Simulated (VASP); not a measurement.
# Sb2Pd with PBEsol: from relaxation to properties, part 6 of 6

Aim: relax Sb2Pd with PBEsol, compute its properties on that cell and hold them against experiment. The start is a cell from a database of measured crystal structures.

VASP 6.6.1, plane waves and PAW; the level of theory is named at each step.

Still holding for the runs below: The k-mesh is coarse for a metal.

So far. Step 12 (Volume scan with PBEsol, volume scale 1.04): The run ends at a pressure of -3.70 GPa, with forces up to 0.044 eV/Å.

## (13) Volume scan with PBEsol, volume scale 1.06

Level of this step: PBEsol; plane waves and PAW (Sb, Pd) (VASP).

A prediction first. A parabola through the 6 pressures of evenly scaled cells so far, P = -0.01 -104.6 t +269 t² GPa with t = ln(V/V₁) and V₁ the volume at scale 1, gives -5.19 GPa at t = +0.0583.

INCAR

```
SYSTEM = Sb2Pd
PREC = Accurate
ENCUT = 400
EDIFF = 1E-06
NELM = 100
ISMEAR = 0
SIGMA = 0.05
LREAL = .FALSE.
ALGO = Normal
GGA = PS
NBANDS = 52
LASPH = .TRUE.
LORBIT = 11
LWAVE = .FALSE.
LCHARG = .FALSE.
KPAR = 8
ISIF = 2
```

POSCAR

```
Sb2Pd
1.0
    6.5888574522      0.0000000000      0.0000000000
    0.0000000000      6.5888574522      0.0000000000
    0.0000000000      0.0000000000      6.5888574522
Sb Pd
8 4
Direct
    0.3722996310      0.3722996310      0.3722996310
    0.1277003690      0.6277003690      0.8722996310
    0.8722996310      0.1277003690      0.6277003690
    0.6277003690      0.8722996310      0.1277003690
    0.6277003690      0.6277003690      0.6277003690
    0.8722996310      0.3722996310      0.1277003690
    0.1277003690      0.8722996310      0.3722996310
    0.3722996310      0.1277003690      0.8722996310
    0.0000000000      0.0000000000      0.0000000000
    0.5000000000      0.0000000000      0.5000000000
    0.5000000000      0.5000000000      0.0000000000
    0.0000000000      0.5000000000      0.5000000000
```

KPOINTS

```
Automatic mesh
0
Gamma
4 4 4
0 0 0
```

Potentials, in the order of the species: Sb and Pd (PBE family, release 64).

Launch:

```sh
$ mpirun -np 8 vasp_std
```

The log of the run:

```text
[... set-up lines as in an earlier step ...]
 entering main loop
       N       E                     dE             d eps       ncg     rms          rms(c)
DAV:   1     0.400659979504E+03    0.40066E+03   -0.26383E+04  1144   0.105E+03
DAV:   2    -0.388795190171E+02   -0.43954E+03   -0.41514E+03  1280   0.226E+02
DAV:   3    -0.656321329944E+02   -0.26753E+02   -0.25703E+02  1344   0.574E+01
DAV:   4    -0.662239890009E+02   -0.59186E+00   -0.58658E+00  1304   0.887E+00
[...]
DAV:  12    -0.647554823524E+02    0.92779E-05   -0.12017E-04  1192   0.690E-02    0.470E-02
DAV:  13    -0.647554800807E+02    0.22716E-05   -0.61701E-06  1188   0.101E-02    0.128E-02
DAV:  14    -0.647554798630E+02    0.21777E-06   -0.10496E-06   572   0.551E-03
   1 F= -.64755480E+02 E0= -.64754620E+02  d E =-.171964E-02
```

Elapsed: 39 s, on 8 MPI ranks of Intel Xeon Platinum 8259CL at 2.50GHz (Skylake/Cascade Lake), shared host; peak memory 2.9 GiB; 4.1 min of CPU time.

OUTCAR, selected parts (step 13):

```text
  Total       -9.3664462     -9.3664462     -9.3664462     -0.0000000      0.0000000      0.0000000
  in kB      -52.4632378    -52.4632378    -52.4632378     -0.0000000      0.0000000      0.0000000
  external PRESSURE =     -52.4632378 kB  Pullay stress =       0.0000000 kB

 POSITION                                       TOTAL-FORCE (eV/Angst)
 -----------------------------------------------------------------------------------
      2.45303      2.45303      2.45303         0.038299      0.038299      0.038299
      0.84140      4.13583      5.74746        -0.038299     -0.038299      0.038299
      5.74746      0.84140      4.13583         0.038299     -0.038299     -0.038299
      4.13583      5.74746      0.84140        -0.038299      0.038299     -0.038299
      4.13583      4.13583      4.13583        -0.038299     -0.038299     -0.038299
      5.74746      2.45303      0.84140         0.038299      0.038299     -0.038299
      0.84140      5.74746      2.45303        -0.038299      0.038299      0.038299
      2.45303      0.84140      5.74746         0.038299     -0.038299      0.038299
      0.00000      0.00000      0.00000        -0.000000     -0.000000      0.000000
      3.29443      0.00000      3.29443        -0.000000     -0.000000      0.000000
      3.29443      3.29443      0.00000        -0.000000     -0.000000      0.000000
      0.00000      3.29443      3.29443        -0.000000     -0.000000      0.000000
 -----------------------------------------------------------------------------------
    total drift:                                0.000000      0.000000     -0.000000

  FREE ENERGIE OF THE ION-ELECTRON SYSTEM (eV)
  ---------------------------------------------------
  free  energy   TOTEN  =       -64.7554798630 eV

  energy  without entropy=      -64.7537602228  energy(sigma->0) =      -64.75462004

[... 1 part as in an earlier step ...]

[... 2 further parts left out ...]
[key lines of the parts left out:]
E-fermi :   7.8641
```

The pressure falls from -3.70 to -5.25 GPa. The parabola predicted -5.19 GPa, +0.06 GPa off.

## (14) Comparing the runs

Times are for 8 MPI ranks of Intel Xeon Platinum 8259CL at 2.50GHz (Skylake/Cascade Lake), shared host. Results by setting:

| no. | volume scale | energy above the lowest point (meV/atom) | pressure (GPa) | time | memory (GiB) |
| --- | --- | --- | --- | --- | --- |
| 1 | 0.94 | 30.73 | 7.501 | 24 s | 2.5 |
| 2 | 0.96 | 13.36 | 4.697 | 24 s | 2.5 |
| 3 | 0.98 | 3.37 | 2.212 | 24 s | 2.5 |
| 4 | 1 | 0 | 0.002022 | 24 s | 2.5 |
| 5 | 1.02 | 2.45 | -1.960 | 30 s | 2.5 |
| 6 | 1.04 | 10.12 | -3.702 | 38 s | 2.9 |
| 7 | 1.06 | 22.42 | -5.246 | 39 s | 2.9 |

## (15) Fit for PBEsol

This step: Birch-Murnaghan fit, PBEsol; plane waves and PAW (VASP 6.6.1).

Derived from the runs above.

This step gave:

```
pressure derivative of the bulk modulus : 4.865
r.m.s. error of the fit                 : 5.99e-6 eV/atom
minimum inside the sampled range        : yes
bulk modulus                            : 103.5 GPa
equilibrium volume of the fit           : 22.51 Å³/atom
```

The energy above the fitted minimum by volume:

| volume (Å³/atom) | energy above the fitted minimum (eV/atom) |
| --- | --- |
| 21.14 | 0.0307 |
| 21.59 | 0.0134 |
| 22.04 | 0.00339 |
| 22.49 | 1.7e-5 |
| 22.94 | 0.00247 |
| 23.39 | 0.0101 |
| 23.84 | 0.0224 |

The fitted volume lies +0.12 % from the relaxed one. At a finite cutoff and mesh the minimum of the energy and the zero of the stress don't quite coincide, and the relaxation stops at a threshold. The atoms bear forces along the scan, since they were held; freeing them would lower the modulus.

## (16) Outcome

```json
{"relaxed volume": "22.49 Å³/atom", "relaxed conventional cell a, b, c": "6.462, 6.462, 6.462 Å", "space group after relaxing, within 0.02 Å": "Pa-3 (No. 205)", "band gap": "none, a metal", "DOS at the Fermi level": "3.25 states/eV/cell", "band gap (PBEsol + SOC)": "none, a metal", "bulk modulus from the fit": "104 GPa", "volume from the fit": "22.5 Å³/atom"}
```

**Reading.** With PBEsol, Sb2Pd relaxes to 22.49 Å³/atom in space group Pa-3 (held by the symmetry of the run), comes out as a metal and has a bulk modulus of 104 GPa at fixed shape and positions, an upper bound. Against the listed cell the volume lies +0.2 %. Band structure (PBEsol): Of the bands kept, 5 cross the Fermi level on this path. Band structure (PBEsol + SOC): Of the bands kept, 10 cross the Fermi level on this path (spinor bands, one electron each). The k-sampling is coarse for a metal, so the Fermi level, pressures and the shape of the cell carry errors. No search among competing phases was made, and a listed structure need not be the one stable at ambient conditions. All values are for a static lattice at zero temperature.

Calculation against experiment:

| quantity | measured | PBEsol |
| --- | --- | --- |
| lattice constant a (Å) | 6.464 | 6.462 (-0.0 %) |

Measured values from arxiv:1904.08014 (2019).

How well it matches: The lattice constant a matches within 0.05 %: good agreement. The grades are ours: good and fair within 0.7 and 1.5 % for the lattice constant a. Zero-point motion and thermal expansion (measured at up to 300 K) are not in the computed lattice constants.

[Lines on the potential files, build, host, timing and source positions are cut from VASP's logs without a mark.]

[Logs are printed without paths, hosts, clocks, repeated set-up lines and the standing remarks that a program may print on its own settings, such as how far it seeks lower states.]

[Hosts, paths, dates, database ids (printed as entryN), source tags and the programs' standing remarks are cut or masked in the printed files.]

[A measured line is paired with the nearest computed mode of its activity, which favours agreement.]
